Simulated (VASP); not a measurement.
An input for Quantum ESPRESSO's pw.x (written as the equivalent of a VASP run, and not itself run):

```
&CONTROL
  calculation = 'scf'
  pseudo_dir = './pseudo'
  outdir = './out'
  tprnfor = .true.
  tstress = .true.
/
&SYSTEM
  ibrav = 0
  nat = 3
  ntyp = 2
  ecutwfc = 84
  occupations = 'smearing'
  smearing = 'gaussian'
  degauss = 0.003675
  input_dft = 'vdw-df2'
/
&ELECTRONS
  conv_thr = 7.3e-09
  electron_maxstep = 100
/
ATOMIC_SPECIES
  Ba 137.327 Ba.upf
  F 18.998 F.upf
CELL_PARAMETERS angstrom
     0.0000000    3.1432963    3.1432963
     3.1432963    0.0000000    3.1432963
     3.1432963    3.1432963    0.0000000
ATOMIC_POSITIONS crystal
  Ba   0.0000000  1.0000000  0.0000000
  F    0.2500000  0.2500000  0.2500000
  F    0.7500000  0.7500000  0.7500000
K_POINTS automatic
  6 6 6 0 0 0
```

Problem. Write the VASP files for the same calculation (vdW-DF2).

Solution. One answer among several that fit: 
### POSCAR
```
BaF2
3.1432960
  0.0000000000   1.0000000801   1.0000000801
  1.0000000801   0.0000000000   1.0000000801
  1.0000000801   1.0000000801   0.0000000000
Ba F
1 2
Cartesian
  1.0000000801   0.0000000000   1.0000000801
  0.5000000401   0.5000000401   0.5000000401
  1.5000001202   1.5000001202   1.5000001202
```

File KPOINTS:
```
Automatic mesh
0
Gamma
6 6 6
0 0 0
```

**INCAR**
```
! general
SYSTEM    =  BaF2
PREC      =  Accurate
ENCUT     =  520
LREAL     =  F   ! projection in real space or not
LASPH     =  T

! electronic loop
EDIFF     =  1E-7
NELM      =  100   ! most electronic steps
ALGO      =  Normal
LMAXMIX   =  4

! smearing
ISMEAR    =  0
SIGMA     =  0.05

! functional
GGA       =  ML
LUSE_VDW  =  T
AGGAC     =  0.0
ZAB_VDW   =  -1.8867

! ions
ISIF      =  2   ! forces and stress, cell fixed

! output
LWAVE     =  F
LCHARG    =  F
```

POTCAR, in this order: Ba_sv F (PBE.64 set). Program: vasp_std.

Limits of the translation: the potentials are each code's own (VASP's PAW set, PseudoDojo norm-conserving files in pw.x), so ENCUT and ecutwfc are chosen apart and not converted; conv_thr bounds pw.x's estimated SCF error, while EDIFF bounds the energy change between steps.

The compound is BaF2 in the fluorite structure. This cell is one point of a volume scan, at 0.97 of the reference volume.
